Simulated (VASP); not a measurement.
# Rb2LuH2 (P-3m1) in VASP: settings compared, part 2 of 3

VASP 6.6.1.

## (4) Relaxation of cell and atoms, LDA, target pressure 5 GPa, at which the enthalpy is minimised

INCAR

```
SYSTEM = Rb2LuH2
PREC     = Accurate       ! precision mode
ENCUT    = 600            ! plane-wave cutoff, eV
EDIFF    = 1E-6           ! SCF threshold, eV
ISMEAR   = -1             ! smearing method
SIGMA    = 0.05           ! smearing width, eV
LREAL    = .False.        ! projectors in reciprocal space
LASPH    = .True.         ! aspherical terms in the spheres
NELM     = 100            ! most SCF steps
ALGO     = Normal         ! electronic algorithm
ISIF     = 3              ! what is computed and relaxed
LWAVE    = .False.        ! write WAVECAR
LCHARG   = .False.        ! write CHGCAR
GGA      = CA             ! functional
IBRION   = 2              ! ionic algorithm
NSW      = 40             ! ionic steps
EDIFFG   = -0.01          ! ionic threshold
PSTRESS  = 50
```

KPOINTS

```
Automatic mesh
0
Gamma
  6 6 3
  0 0 0
```

POSCAR

```
Rb2LuH2
1.0
    3.8418600000      0.0000000000      0.0000000000
   -1.9209300000      3.3271500000      0.0000000000
    0.0000000000      0.0000000000     11.4651800000
Rb Lu H
2 1 2
Direct
    0.3333300000      0.6666700000      0.6988200000
    0.6666700000      0.3333300000      0.3011800000
    0.0000000000      0.0000000000      0.0000000000
    0.6666700000      0.3333300000      0.9386300000
    0.3333300000      0.6666700000      0.0613700000
```

Potentials or basis: VASP PAW PBE potentials, release 64 (Rb_sv, Lu, H).

Launch:

```bash
$ cat potpaw_PBE.64/Rb_sv/POTCAR potpaw_PBE.64/Lu/POTCAR potpaw_PBE.64/H/POTCAR > POTCAR
$ mpirun -np 1 vasp_std > vasp.out
```

OUTCAR:

```text
SYSTEM = Rb2LuH2
   PREC = Accurate
   ENCUT = 600
   EDIFF = 1E-6
   ISMEAR = -1
   LREAL = .False.
   LASPH = .True.
   NELM = 100
   ISIF = 3
   GGA = CA
   IBRION = 2
   NSW = 40
   EDIFFG = -0.01
   PSTRESS = 50

 ion  position               nearest neighbor table
   1  0.333  0.667  0.699-   3 4.10   3 4.10   3 4.10   2 5.07   2 5.07   2 5.07
   2  0.667  0.333  0.301-   3 4.10   3 4.10   3 4.10   1 5.07   1 5.07   1 5.07
   3  0.000  0.000  0.000-   4 2.33   5 2.33   4 2.33   5 2.33   4 2.33   5 2.33   1 4.10   2 4.10
                             1 4.10   2 4.10   2 4.10   1 4.10
   4  0.667  0.333  0.939-   3 2.33   3 2.33   3 2.33
   5  0.333  0.667  0.061-   3 2.33   3 2.33   3 2.33

  LATTYP: Found a hexagonal cell.
 ALAT       =     3.8418600000
 C/A-ratio  =     2.9842784485

  Lattice vectors:

 A1 = (   3.8418600000,   0.0000000000,   0.0000000000)
 A2 = (  -1.9209300000,   3.3271500000,   0.0000000000)
 A3 = (   0.0000000000,   0.0000000000,  11.4651800000)

Analysis of symmetry for initial positions (statically):
=====================================================================
 Subroutine PRICEL returns:
 Original cell was already a primitive cell.

 Routine SETGRP: Setting up the symmetry group for a
 hexagonal supercell.

 Subroutine GETGRP returns: Found  4 space group operations
 (whereof  4 operations were pure point group operations)
 out of a pool of 24 trial point group operations.

The static configuration has the point symmetry C_2h.

Analysis of symmetry for dynamics (positions and initial velocities):
=====================================================================
 Subroutine PRICEL returns:
 Original cell was already a primitive cell.

 Routine SETGRP: Setting up the symmetry group for a
 hexagonal supercell.

 Subroutine GETGRP returns: Found  4 space group operations
 (whereof  4 operations were pure point group operations)
 out of a pool of 24 trial point group operations.

The dynamic configuration has the point symmetry C_2h.

 Subroutine INISYM returns: Found  4 space group operations
 (whereof  4 operations are pure point group operations),
 and found     1 'primitive' translations

----------------------------------------------------------------------------------------

                                     Primitive cell

  volume of cell :     146.5530

  direct lattice vectors                    reciprocal lattice vectors
     3.841860000  0.000000000  0.000000000     0.260290588  0.150278767  0.000000000
    -1.920930000  3.327150000  0.000000000     0.000000000  0.300557534  0.000000000
     0.000000000  0.000000000 11.465180000     0.000000000  0.000000000  0.087220611

  length of vectors
     3.841860000  3.841861422 11.465180000     0.300557645  0.300557534  0.087220611

  position of ions in fractional coordinates (direct lattice)
     0.333330000  0.666670000  0.698820000
     0.666670000  0.333330000  0.301180000
     0.000000000  0.000000000  0.000000000
     0.666670000  0.333330000  0.938630000
     0.333330000  0.666670000  0.061370000

  ion indices of the primitive-cell ions
   primitive index   ion index
                 1           1
                 2           2
                 3           3
                 4           4
                 5           5

----------------------------------------------------------------------------------------

 KPOINTS: Automatic mesh

[... 61 lines left out ...]
   ISPIN  =      1    spin polarized calculation?
   LNONCOLLINEAR =      F non collinear calculations
   LSORBIT =      F    spin-orbit coupling
   LASPH  =      T    aspherical Exc in radial PAW
   ENCUT  =  600.0 eV  44.10 Ry    6.64 a.u.   7.67  7.67 22.90*2*pi/ulx,y,z
   NELM   =    100;   NELMIN=  2; NELMDL= -5     # of ELM steps
   EDIFF  = 0.1E-05   stopping-criterion for ELM
   LREAL  =      F    real-space projection
   EDIFFG = -.1E-01   stopping-criterion for IOM
   NSW    =     40    number of steps for IOM
   IBRION =      2    ionic relax: 0-MD 1-quasi-New 2-CG
   NFREE  =      1    steps in history (QN), initial steepest desc. (CG)
   ISIF   =      3    stress and relaxation
   ISYM   =      2    0-nonsym 1-usesym 2-fastsym
   POTIM  = 0.5000    time-step for ionic-motion
   TEBEG  =    0.0;   TEEND  =   0.0 temperature during run
   PSTRESS=   50.0 pullay stress
   NELECT =      45.0000    total number of electrons
   NUPDOWN=      -1.0000    fix difference up-down
   EMIN   =  10.00;   EMAX   =-10.00  energy-range for DOS
   EFERMI =   0.00;   METHOD = LEGACY
   ISMEAR =    -1;   SIGMA  =   0.05  broadening in eV -4-tet -1-fermi 0-gaus
   EFERMI_NEDOS =   21; number of points for ismear=-14 and -15
   IALGO  =     38    algorithm
   IMIX   =      4    mixing-type and parameters
     AMIX     =   0.40;   BMIX     =  1.00
     AMIX_MAG =   1.60;   BMIX_MAG =  1.00
  volume/ion in A,a.u.               =      29.31       197.80
  Fermi-wavevector in a.u.,A,eV,Ry     =   1.104453  2.087114 16.596623  1.219817
  Thomas-Fermi vector in A             =   2.240926
   LORBIT       =      0    0 simple, 1 ext, 2 COOP (PROOUT), +10 PAW based schemes
   GGA     = CA    functional components
   LHFCALC =     F    Hartree Fock is set to
   AEXX    =    0.0000 exact exchange contribution
   IVDW    =     0    specifies the selected vdW correction
   LEPSILON=     F    determine dielectric tensor
   LRPA    =     F    only Hartree local field effects (RPA)
 conjugate gradient relaxation of ions
 non-spin polarized calculation
  energy-cutoff  :      600.00
  volume of cell :      146.55
 maximum number of plane-waves:      4935
   NGX = 15   NGY = 15   NGZ = 45

--------------------------------------- Ionic step        1  -------------------------------------------

 number of electron      45.0000003 magnetization

 Free energy of the ion-electron system (eV)
  ---------------------------------------------------
  ext. energy  EPLUGINS =         0.00000000
  ---------------------------------------------------
  free energy    TOTEN  =       -14.02648051 eV

  energy without entropy =      -14.01235229  energy(sigma->0) =      -14.01941640

------------------------ aborting loop because EDIFF is reached ----------------------------------------

  FORCE on cell =-STRESS in cart. coord.  units (eV):
  Direction    XX          YY          ZZ          XY          YZ          ZX
  --------------------------------------------------------------------------------------
  -------------------------------------------------------------------------------------
  Total       -2.0163085     -2.0164410     -1.3752303     -0.0001130     -0.0000503      0.0000871
  in kB      -22.0431051    -22.0445537    -15.0345773     -0.0012357     -0.0005500      0.0009526
  external PRESSURE =     -69.7074120 kB  Pullay stress =      50.0000000 kB
[... 106 lines left out ...]
  energy  without entropy=      -13.8511484443  energy(sigma->0) =      -13.86863248

  enthalpy is  TOTEN    =       -10.3806882422 eV   P V=        3.5054282660

[... ionic steps 4 to 22 ...]

--------------------------------------- Ionic step       23  -------------------------------------------

 number of electron      44.9999997 magnetization

------------------------ aborting loop because EDIFF is reached ----------------------------------------
[... 77 lines left out ...]
--------------------------------------- Ionic step       25  -------------------------------------------

 number of electron      44.9999997 magnetization

 Free energy of the ion-electron system (eV)
  ---------------------------------------------------
  ext. energy  EPLUGINS =         0.00000000
  ---------------------------------------------------
  free energy    TOTEN  =       -13.78696333 eV

  energy without entropy =      -13.74794182  energy(sigma->0) =      -13.76745257

 E-fermi :   3.0811     XC(G=0):  -9.6523

 val. band max:        3.0796864853   @ k =   0.3333   0.3333   0.0000
 cond. band min:       3.0827107745   @ k =   0.3333   0.1667   0.0000
 fundamental gap:      0.0030242892
 Fermi energy:         3.0811472181

 k-point     1 :       0.0000    0.0000    0.0000
  band No.  band energies     occupation
      1     -52.9935      2.00000
      2     -25.9851      2.00000
      3     -25.9606      2.00000
      4     -24.0354      2.00000
      5     -23.6503      2.00000
      6     -23.6501      2.00000
[... 709 lines left out ...]
     26       4.8742      0.00000
     27       5.3261      0.00000

 [... further k-points ...]

------------------------ aborting loop because EDIFF is reached ----------------------------------------

  FORCE on cell =-STRESS in cart. coord.  units (eV):
  Direction    XX          YY          ZZ          XY          YZ          ZX
  --------------------------------------------------------------------------------------
  -------------------------------------------------------------------------------------
  Total        3.1210482      3.1185827      3.1343867     -0.0021553      0.0011746     -0.0020346
  in kB       49.8845989     49.8451909     50.0977918     -0.0344491      0.0187739     -0.0325197
  external PRESSURE =      -0.0574728 kB  Pullay stress =      50.0000000 kB
[... 24 lines left out ...]
  energy  without entropy=      -13.7479418164  energy(sigma->0) =      -13.76745257

  enthalpy is  TOTEN    =       -10.6586949907 eV   P V=        3.1282683378

 reached required accuracy - stopping structural energy minimisation
```

Wall time 41 min (1 thread of Intel Xeon Platinum 8488C (Sapphire Rapids), shared host); peak memory 0.41 GiB.

Results:

* Free energy: -13.7870 eV
* Relaxed volume: 20.05 Å³/atom
* Relaxed cell: a = 3.455 Å, b = 3.455 Å, c = 9.693 Å, α = 90.00°, β = 90.00°, γ = 119.99°
* Space group after relaxing (to 0.05 Å): P-3m1 (No. 164)
* Energy change on relaxing (the enthalpy is what falls): +47.9 meV/atom
* Ionic steps: 25
* Pressure after relaxing: 5.0 GPa
* Largest force after relaxing: 0.005 eV/Å
* Band gap on the k mesh: none (metal or under the smearing width)

Forces in eV/Å, atoms in the order of the input:
```
Rb   0.000  0.000  0.001
Rb   0.000  0.000 -0.001
Lu   0.000  0.000  0.000
H    0.001  0.000  0.005
H   -0.001  0.000 -0.005
```

The path:
```csv
step,energy change (eV),largest force (eV/Å),pressure (GPa),volume (Å³)
1,0.0000,0.1115,-1.97,146.55
2,-0.0347,0.2092,2.05,121.13
3,0.1404,0.3641,4.47,112.33
4,0.1794,0.3925,4.74,110.98
5,0.2045,0.4103,4.99,110.18
6,0.1910,0.3951,4.90,108.77
7,0.2365,0.3211,5.11,104.33
8,0.2691,0.2927,5.16,103.22
9,0.2401,0.2479,4.99,102.99
10,0.2114,0.1216,4.26,102.29
11,0.3330,0.1461,6.04,97.88
12,0.2964,0.1394,5.51,98.99
13,0.2541,0.1046,5.11,99.91
14,0.2354,0.0843,4.85,100.45
15,0.2541,0.0121,5.09,99.78
16,0.2546,0.0101,5.08,99.76
17,0.2410,0.0169,4.94,100.20
18,0.2444,0.0139,4.94,100.09
19,0.2470,0.0117,4.98,100.00
20,0.2466,0.0121,5.02,100.02
21,0.2455,0.0130,5.01,100.05
22,0.2452,0.0133,5.00,100.06
23,0.2448,0.0137,5.02,100.07
24,0.2430,0.0108,5.00,100.13
25,0.2395,0.0055,4.99,100.24
```

Final structure:
```xyz
5
Lattice="3.4553 0.0004 0.0001 -1.7273 2.9926 -0.0001 0.0002 -0.0001 9.6932" Properties=species:S:1:pos:R:3 pbc="T T T"
Rb    0.0005    1.9951    6.6611
Rb    1.7278    0.9979    3.0321
Lu    3.4553    0.0004    0.0001
H     1.7276    0.9979    8.7467
H     0.0006    1.9950    0.9466
```

Caveat: the cell is relaxed towards a set pressure, so the enthalpy falls and the energy may rise; the volume moved by over 15 % at a fixed basis, so the end points are rough; the PAW data sets were made with another functional, which shifts forces and pressure a little.

[end of part 2 of 3]
